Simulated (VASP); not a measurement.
Here is the system:

```yaml
crystal:
  lattice:
    - [0.00000, 2.73585, 2.73585]
    - [2.73585, 0.00000, 2.73585]
    - [2.73585, 2.73585, 0.00000]
  atoms:
    - { symbol: Ag, position: [0.00000, 0.00000, 0.00000] }
    - { symbol: Cl, position: [0.50000, 0.50000, 0.50000] }
```

Level of theory: vdW-DF-cx, VASP's PBE PAW potentials (set 64) (plane waves; VASP). Settings: 520 eV cut-off, Gaussian smearing of 0.050 eV, potentials Ag Cl.

Q: Give the energies of bands 2 to 11 at the high-symmetry points, in eV from the valence-band maximum.

A: 
```
band      Γ      X      U      L      W
----  -----  -----  -----  -----  -----
2     -2.64  -4.65  -4.53  -5.62  -4.49
3     -2.64  -3.28  -4.49  -4.44  -4.29
4     -2.64  -3.28  -4.04  -4.44  -4.29
5     -2.59  -3.01  -2.49  -2.23  -2.14
6     -2.59  -2.38  -2.16  -2.23  -2.14
7     -2.48  -2.10  -1.98  -1.89  -2.10
8     -2.48  -2.10  -1.77   0.00  -2.08
9     -2.48  -1.98  -1.14   0.00  -1.30
10     0.81   2.21   3.51   4.04   4.18
11    10.79   7.91   7.19   6.68   7.84
```

The gap is indirect, 0.81 eV, from the valence maximum at L to the conduction minimum at Γ.

The compound is AgCl in the rock salt structure. It was relaxed first.
